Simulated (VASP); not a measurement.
MoS2:

```xyz
6
Lattice="3.1690 0.0000 0.0000 -1.5845 2.7444 0.0000 0.0000 0.0000 12.3240" Properties=species:S:1:pos:R:3 pbc="T T T"
Mo    0.0000    1.8296    3.0810
Mo    1.5845    0.9148    9.2430
S     0.0000    1.8296    7.6779
S     1.5845    0.9148    1.5159
S     0.0000    1.8296   10.8081
S     1.5845    0.9148    4.6461
```

```yaml
Program: VASP 6.6.1
Task: relaxation of cell and atoms
Functional: PBE
Dispersion: D3(BJ)
Potentials_or_basis: VASP PAW PBE potentials, release 64 (Mo_sv, S)
Cutoff: 600 eV
k_mesh: 12 × 12 × 3
Occupations: gaussian, width 0.03 eV
Spin: no spin polarisation
```

At the start: pressure -2.1 GPa; volume 17.86 Å³/atom.

Q: How do energy, volume and symmetry change on relaxing?

A: Over 11 steps the energy falls by 2.8 meV/atom and the volume is 17.30 Å³/atom (-3.2 %); space group P6_3/mmc (No. 194, to 0.05 Å).

The path:
```csv
step,energy change (eV),largest force (eV/Å),pressure (GPa),volume (Å³)
1,0.0000,0.0753,-2.05,107.18
2,0.0163,0.5260,3.47,103.67
3,-0.0088,0.1417,-0.09,105.86
4,-0.0114,0.0580,-0.06,105.44
5,-0.0115,0.0366,-0.07,105.33
6,-0.0130,0.0355,-0.03,105.08
7,-0.0160,0.0313,0.07,104.31
8,-0.0149,0.0206,0.41,102.76
9,-0.0168,0.0313,0.21,103.72
10,-0.0145,0.1359,-1.02,104.15
11,-0.0169,0.0015,-0.01,103.80
```

Final structure:
```
CELL_PARAMETERS angstrom
3.14878 0.00000 0.00000
-1.57439 2.72692 0.00000
0.00000 0.00000 12.08852
ATOMIC_POSITIONS crystal
Mo 0.33333 0.66667 0.25000
Mo 0.66667 0.33333 0.75000
S 0.33333 0.66667 0.62053
S 0.66667 0.33333 0.12053
S 0.33333 0.66667 0.87947
S 0.66667 0.33333 0.37947
```
